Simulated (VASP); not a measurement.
A run of VASP 6.6.1:

The input INCAR:

```
SYSTEM = Ge2Sb
ALGO = Fast
EDIFF = 1E-6
EDIFFG = -0.04
ENCUT = 600
GGA = PE
IBRION = 2
ISIF = 3
ISMEAR = 0
LASPH = .True.
LCHARG = .False.
LREAL = .False.
LWAVE = .False.
NELM = 100
NSW = 90
PREC = Accurate
SIGMA = 0.1
```

KPOINTS

```
k-points
0
Gamma
  6 6 4
  0 0 0
```

Contents of POSCAR:

```
Ge2Sb
1.0
    3.8775000000      0.0000000000      0.0000000000
   -1.9387500000      3.3580135000      0.0000000000
    0.0000000000      0.0000000000      5.3268893900
Ge Sb
2 1
Direct
    0.3333333300      0.6666666700      0.7998245500
    0.6666666700      0.3333333300      0.2001754500
    0.0000000000      0.0000000000      0.5000000000
```

Potentials or basis: VASP PAW PBE potentials, release 64 (Ge_d, Sb).

Launch:

```console
$ cat potpaw_PBE.64/Ge_d/POTCAR potpaw_PBE.64/Sb/POTCAR > POTCAR
$ mpirun -np 1 vasp_std > vasp.out
```

Hardware: 1 thread of Intel(R) Xeon(R) Platinum 8488C (Sapphire Rapids) (shared host).

Q: How long does it take, and how much memory?

A: Wall time 7.7 min on 1 thread of Intel(R) Xeon(R) Platinum 8488C (Sapphire Rapids), with other jobs on the host, peak memory 0.24 GiB. Counts: scf iterations 198, k points 24, ion steps 24.
